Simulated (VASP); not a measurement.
Energy against volume of NaF (rock salt). Method: revPBE GGA, VASP's PBE PAW potentials (set 64) (plane waves; VASP). Settings: 520 eV cut-off, 10×10×10 Γ-centred mesh, Gaussian smearing of 0.050 eV, potentials Na_pv F.

| V (Å³/atom) | E (eV/atom) |
|---|---|
| 13.347 | -4.09166 |
| 13.759 | -4.09420 |
| 14.172 | -4.09371 |
| 14.585 | -4.09062 |

Q: Fit these four points and predict the energy of the run at 12.934 Å³/atom.

A: A cubic in V^(−2/3), the third-order Birch-Murnaghan form, passes through the four points with V0 = 13.89 Å³/atom and B0 = 38 GPa, and gives -4.0856 eV/atom there. The run gave -4.0856 eV/atom, -0.0 meV/atom from the fit; all five points give B0 = 38 GPa.

The compound is NaF in the rock salt structure. It was relaxed first, which changed the volume by +12 %.
